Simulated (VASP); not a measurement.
VASP runs on SbPt (space group P6_3/mmc) share one base input (PBEsol GGA, plane waves, VASP's PBE PAW potentials (set 64)) and change the settings named in each case.

**KPOINTS**
```
Automatic
0
Gamma
 5 5 3
0 0 0
```

File POSCAR:
```
SbPt
4.1887150
  1.0000000000   0.0000000000   0.0000000000
 -0.5000001194   0.8660254995   0.0000000000
  0.0000000000   0.0000000000   1.3284052508
Pt Sb
2 2
Cart
  0.0000000000   0.0000000000   0.0000000000
  0.0000000000   0.0000000000   0.6642026254
 -0.0000005796   0.5773506217   0.3321013127
  0.5000004602   0.2886748778   0.9963039381
```

### INCAR
```
ALGO  =  Normal
EDIFF  =  1E-6
ENCUT  =  300
GGA  =  PS
ISIF  =  2
ISMEAR  =  0
LASPH  =  T
LCHARG  =  F
LMAXMIX  =  6
LREAL  =  F
LWAVE  =  F
NELM  =  100
PREC  =  Accurate
SIGMA  =  0.272
SYSTEM  =  SbPt
```

POTCAR, in this order: Pt Sb (PBE.64 set). Program: vasp_std.

```
change                                                                                                                                      E(σ→0) (eV/atom)  pressure (GPa)    −TS (eV)
------------------------------------------------------------------------------------------------------------------------------------------  ----------------  --------------  ----------
base run                                                                                                                                             -6.1877           -4.06     -0.0565
GGA removed, POTCAR Pt Sb (LDA.64 set)                                                                                                               -6.5753      (withheld)  (withheld)
GGA_COMPAT = .FALSE., LNONCOLLINEAR = .TRUE., LSORBIT = .TRUE., MAGMOM = 0.0 0.0 0.0 0.0 0.0 0.0 0.0 0.0 0.0 0.0 0.0 0.0, program vasp_ncl           -6.3777           -4.12     -0.0597
KPOINTS 4×4×3 Γ-centred mesh                                                                                                                         -6.1812      (withheld)  (withheld)
```

### Question
Complete the blanks.

### Answer

- GGA removed, POTCAR Pt Sb (LDA.64 set), pressure (GPa): -6.31
- GGA removed, POTCAR Pt Sb (LDA.64 set), −TS (eV): -0.0569
- KPOINTS 4×4×3 Γ-centred mesh, pressure (GPa): -3.47
- KPOINTS 4×4×3 Γ-centred mesh, −TS (eV): -0.0778

Energies of different potentials or functionals have different zeros.  Unless said otherwise, spin-orbit coupling is left out, though it shifts the bands of the heavy elements here. At 300 eV the pressure can carry a Pulay error.

Left out are runs that ran out of time, are held back, or changed the cell or the kind of run, fixed moments of cells without a moment, rows past the twelfth, gaps on odd meshes, pressures of charged cells and columns that move by less than the noise.

The structure comes from a measured SbPt entry of the Crystallography Open Database, whose conditions weren't checked. The cell was not relaxed at this level, its lattice was scaled by up to 2.5 %.
